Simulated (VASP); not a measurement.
Input for VASP

### POSCAR
```
Li2S
1
    0.0000000000     2.9172000000     2.9172000000
    2.9172000000     0.0000000000     2.9172000000
    2.9172000000     2.9172000000     0.0000000000
Li S
2 1
Direct
  0.2500000000   0.2500000000   0.2500000000
  0.7500000000   0.7500000000   0.7500000000
  0.0000000000   0.0000000000   0.0000000000
```

**KPOINTS**
```
Automatic
0
gamma
  6 6 6
0 0 0
```

### INCAR
```
SYSTEM  =  Li2S
PREC  =  Accurate; ENCUT  =  520; LREAL  =  F
LASPH  =  T
EDIFF  =  1E-6; NELM  =  100; ALGO  =  Normal
ISMEAR  =  0; SIGMA  =  0.05
GGA  =  PE; GGA_COMPAT  =  F
MAGMOM  =  0 0 0 0 0 0 0 0 0
LSORBIT  =  T
ISIF  =  2
LWAVE  =  F; LCHARG  =  F
```

POTCAR, in this order: Li_sv S (PBE.64 set). Program: vasp_ncl.

Write an equivalent input for Quantum ESPRESSO's pw.x.

One equivalent input (not run):
```
&CONTROL
  calculation = 'scf'
  pseudo_dir = './pseudo'
  outdir = './out'
  tprnfor = .true.
  tstress = .true.
/
&SYSTEM
  ibrav = 0
  nat = 3
  ntyp = 2
  ecutwfc = 74
  occupations = 'smearing'
  smearing = 'gaussian'
  degauss = 0.003675
  input_dft = 'pbe'
  noncolin = .true.
  lspinorb = .true.
/
&ELECTRONS
  conv_thr = 7.3e-08
  electron_maxstep = 100
/
ATOMIC_SPECIES
  Li 6.940 Li.upf
  S 32.060 S.upf
CELL_PARAMETERS angstrom
     0.0000000    2.9172000    2.9172000
     2.9172000    0.0000000    2.9172000
     2.9172000    2.9172000    0.0000000
ATOMIC_POSITIONS crystal
  Li   0.2500000  0.2500000  0.2500000
  Li   0.7500000  0.7500000  0.7500000
  S    0.0000000  0.0000000  0.0000000
K_POINTS automatic
  6 6 6 0 0 0
```
The two are equivalent in intent, not identical: the potentials are each code's own (VASP's PAW set, PseudoDojo norm-conserving files, fully relativistic, in pw.x), so ENCUT and ecutwfc are chosen apart and not converted; conv_thr bounds pw.x's estimated SCF error, while EDIFF bounds the energy change between steps.

The compound is Li2S in the antifluorite structure. The cell was not relaxed at this level. The run is one of a series of settings (GGA_COMPAT = .FALSE., LSORBIT = .TRUE., MAGMOM = 0 0 0 0 0 0 0 0 0, program vasp_ncl against the base run), some of them coarse on purpose.
